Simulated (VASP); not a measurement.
# Mg₆MnSi: molecular dynamics with a thermostat

Mg₆MnSi, Amm2 (no. 38), 8 atoms in the cell. PBE, molecular dynamics; PAW potentials Mn, Si, Mg (PBE set).

Ensemble: Nose-Hoover; Target temperature (K): 600.

## Input

INCAR:
```
SYSTEM = Mg6MnSi
  GGA = PE
  PREC = Normal
  ENCUT = 270
  EDIFF = 1E-6
  NELMIN = 4
  NELM = 60
  ALGO = Fast
  LREAL = Auto
  LASPH = .TRUE.
  ISMEAR = -1
  SIGMA = 0.05
  ISYM = 0
  LWAVE = .FALSE.
  LCHARG = .FALSE.
  ISPIN = 2
  MAGMOM = 4 0 0 0 0 0 0 0
  IBRION = 0
  NSW = 60
  POTIM = 2.0
  TEBEG = 600
  ISIF = 2
  RANDOM_SEED = 518521 0 0
  MDALGO = 2
  SMASS = 0
  KPAR = 2
```

KPOINTS:
```
k-points
0
Gamma
  3 2 2
```

POSCAR:
```
Mg6MnSi
1.0
    4.7886250000      0.0000000000      0.0000000000
    0.0000000000      3.0947430000      5.3043015000
    0.0000000000     -3.0947430000      5.3043015000
Mn Si Mg
1 1 6
Direct
    0.0000000000      0.8225860000      0.8225860000
    0.5000000000      0.6812450000      0.6812450000
    0.5000000000      0.1667360000      0.1667360000
    0.5000000000      0.6699020000      0.1525760000
    0.5000000000      0.1525760000      0.6699020000
    0.0000000000      0.3342300000      0.3342300000
    0.0000000000      0.8310730000      0.3416530000
    0.0000000000      0.3416530000      0.8310730000
```

Commands:
```
cat potpaw_PBE.64/Mn/POTCAR potpaw_PBE.64/Si/POTCAR potpaw_PBE.64/Mg/POTCAR > POTCAR
mpirun -np 2 vasp_std > vasp.out
```

## Result

- Mean temperature (K): 646
- Spread of the conserved energy (meV/atom): 0.47
- Rise of the mean potential energy above the start (meV/atom): 83.3
- Electronic steps per ionic step after the first: 4.1

Course of the run:

| Time (fs) | Temperature (K) | Potential energy less the first (meV/atom) | Conserved energy less the first (meV/atom) |
|---|---|---|---|
| 2 | 601 | 0.0 | 0.00 |
| 12 | 522 | 9.2 | -0.07 |
| 20 | 388 | 27.3 | -0.06 |
| 30 | 276 | 49.8 | -0.03 |
| 38 | 311 | 60.3 | 0.02 |
| 48 | 616 | 65.7 | 0.12 |
| 56 | 1035 | 77.2 | -0.09 |
| 66 | 1138 | 116.8 | -0.32 |
| 74 | 768 | 152.7 | -0.10 |
| 84 | 495 | 168.5 | -0.07 |
| 92 | 584 | 150.9 | -0.09 |
| 102 | 832 | 108.5 | -0.17 |
| 110 | 835 | 80.2 | -0.09 |
| 120 | 580 | 64.7 | 0.05 |

REPORT:
```
MDALGO =   2
               SCALING =       0
                 CNEXP =     9.000   14.000
           RANDOM_SEED =            518521                0                0

   original number of atomic DOF:         21
   number of independent constraints:      0
   number of active DOF:                  21

========================================
         MD step No.       1
========================================

  Atomic velocities initialized by STEP_tb

  >Energies
                    E_tot             E_pot             E_kin               EPS                ES
   e_b>   -0.21964925E+02   -0.22508390E+02    0.54346441E+00    0.00000000E+00    0.00000000E+00

  >Temperature
               T_sim     T_inst
   tmprt>    600.000    600.629

  >Thermostat:
           s(n+1) sdot(n+1)      s(n)   sdot(n)        Qs
   s_b>   0.00001   0.00003   0.00000   0.00000   0.14813

           RANDOM_SEED =            518521               48                0

[... steps left out ...]

========================================
         MD step No.      60
========================================

  >Energies
                    E_tot             E_pot             E_kin               EPS                ES
   e_b>   -0.21964551E+02   -0.21990734E+02    0.52491405E+00    0.15311848E+00   -0.65184988E+00

  >Temperature
               T_sim     T_inst
   tmprt>    600.000    580.127

  >Thermostat:
           s(n+1) sdot(n+1)      s(n)   sdot(n)        Qs
   s_b>  -0.54184   0.05802  -0.60035   0.05899   0.14813

           RANDOM_SEED =            518521               48                0
```

OSZICAR:
```
N       E                     dE             d eps       ncg     rms          rms(c)
DAV:   1     0.369902046451E+02    0.36990E+02   -0.50244E+03   576   0.584E+02
DAV:   2    -0.192437550815E+02   -0.56234E+02   -0.52765E+02   590   0.144E+02
DAV:   3    -0.240963242198E+02   -0.48526E+01   -0.46737E+01   852   0.339E+01
DAV:   4    -0.242360804430E+02   -0.13976E+00   -0.13847E+00   736   0.636E+00
DAV:   5    -0.242398887455E+02   -0.38083E-02   -0.38019E-02   856   0.117E+00    0.125E+01
RMM:   6    -0.367331270104E+02   -0.12493E+02   -0.82135E+01   624   0.852E+01    0.530E+01
RMM:   7    -0.230278771697E+02    0.13705E+02   -0.20284E+01   577   0.545E+01    0.903E+00
RMM:   8    -0.223254787871E+02    0.70240E+00   -0.33818E+00   594   0.115E+01    0.429E+00
RMM:   9    -0.224766975473E+02   -0.15122E+00   -0.79041E-01   610   0.530E+00    0.207E+00
RMM:  10    -0.225127848403E+02   -0.36087E-01   -0.26865E-01   629   0.215E+00    0.150E+00
RMM:  11    -0.225122113868E+02    0.57345E-03   -0.47721E-02   662   0.114E+00    0.699E-01
RMM:  12    -0.225079917223E+02    0.42197E-02   -0.16278E-02   633   0.634E-01    0.159E-01
[... left out ...]
     58 T=   695. E= -.21964736E+02 F= -.21959641E+02 E0= -.21946922E+02  EK= 0.62874E+00 SP= -.78E+00 SK= 0.15E+00 mag=      2.806
     59 T=   637. E= -.21964596E+02 F= -.21977601E+02 E0= -.21964836E+02  EK= 0.57667E+00 SP= -.72E+00 SK= 0.15E+00 mag=      2.804
[... last step whole ...]
       N       E                     dE             d eps       ncg     rms          rms(c)
DAV:   1    -0.219907309768E+02   -0.13130E-01   -0.83245E-03  1002   0.535E-01    0.393E-03
RMM:   2    -0.219907335021E+02   -0.25253E-05   -0.22516E-05   579   0.365E-02    0.542E-03
RMM:   3    -0.219907337572E+02   -0.25503E-06   -0.43221E-06   492   0.189E-02    0.215E-03
RMM:   4    -0.219907338767E+02   -0.11952E-06   -0.12482E-06   369   0.970E-03
     60 T=   580. E= -.21964551E+02 F= -.21990734E+02 E0= -.21977893E+02  EK= 0.52491E+00 SP= -.65E+00 SK= 0.15E+00 mag=      2.803
```

Limits: 120 fs of 8 atoms are too short for converged averages; the cell is only 4.8 Å across, so each atom moves in step with near copies of itself.

VASP 6.6.1 took 448 s on 2 cores (Intel Xeon Platinum 8259CL @ 2.50GHz (Skylake/Cascade Lake)), a shared host.
